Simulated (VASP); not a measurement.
VASP input:

### INCAR
```
ALGO=Normal
EDIFF=1E-6
EDIFFG=-0.01
ENCUT=520
GGA=PS
IBRION=2
ISIF=3
ISMEAR=0
LASPH=.True.
LCHARG=.False.
LREAL=.False.
LWAVE=.False.
NELM=100
NSW=60
PREC=Accurate
SIGMA=0.05
SYSTEM=BN
```

### KPOINTS
```
Automatic mesh
0
Gamma
11 11 6
0 0 0
```

File POSCAR:
```
BN
1.0
  2.4815737678   0.0000000000   0.0000000000
 -1.2407868839   2.1491058475   0.0000000000
  0.0000000000   0.0000000000   4.0027508195
B N
2 2
Cartesian
  0.0000000000   0.0000000000   0.0000000000
  0.0000000000   0.0000000000   2.0013754098
 -0.0000012408   1.4327379480   1.0006877049
  1.2407881247   0.7163678995   3.0020631146
```

POTCAR, in this order: B N (PBE.64 set). Program: vasp_std.

### Question
Write an equivalent input for Ansatz.

### Answer
One equivalent input (not run):
Ansatz 0.2 input:
```yaml
crystal:
  lattice:
    - [2.4815738, 0.0000000, 0.0000000]
    - [-1.2407869, 2.1491058, 0.0000000]
    - [0.0000000, 0.0000000, 4.0027508]
  atoms:
    - { symbol: B, position: [0.0000000, 0.0000000, 0.0000000] }
    - { symbol: B, position: [0.0000000, 0.0000000, 0.5000000] }
    - { symbol: N, position: [0.3333330, 0.6666670, 0.2500000] }
    - { symbol: N, position: [0.6666670, 0.3333330, 0.7500000] }
kpoints:
  mp_grid: { grid: [11, 11, 6] }
hamiltonian:
  xc: pbesol
  pseudopotentials: { kind: paw }
scf:
  occupations: { method: gaussian, width: 0.05 }
  max_iter: 100
relax:
  max_steps: 60
  f_tol: 0.01
  cell: {}
output: { forces: true, stress: true, eigenvalues: true }
```
What does not carry over: each code has its own PAW files, so the cut-off isn't converted (ENCUT is set for VASP's; basis.ecutwfc is left out, and Ansatz then takes the one that its files recommend); Ansatz stops its SCF on the density residual and VASP on the energy change (EDIFF).

The structure was generated: BN was put into the NiAs type type (P6_3/mmc), which need not be its known phase. This run relaxes it. Symmetry was kept, so distortions that lower it aren't found. The start is the result of an earlier pass.
